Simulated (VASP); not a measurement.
Energy against volume of CoGa (CsCl type). Computed with RPBE GGA, VASP's PBE PAW potentials (set 64) (plane waves; VASP). Run with 520 eV cut-off, 13×13×13 Γ-centred mesh, first-order Methfessel-Paxton smearing of 0.10 eV, potentials Ga_d Co.

```
V (Å³/atom)  E (eV/atom)
-----------  -----------
11.563          -4.73536
11.932          -4.75468
12.301          -4.76062
12.670          -4.75530
```

Question: Fit these four points and predict the energy of the run at 13.039 Å³/atom.

Answer: A cubic in V^(−2/3), the third-order Birch-Murnaghan form, passes through the four points with V0 = 12.30 Å³/atom and B0 = 163 GPa, and gives -4.7405 eV/atom there. The run gave -4.7405 eV/atom, -0.1 meV/atom from the fit; all five points give B0 = 162 GPa.

The compound is CoGa in the CsCl type structure. It was relaxed first. The run is not spin-polarised, so no magnetic state was tried.
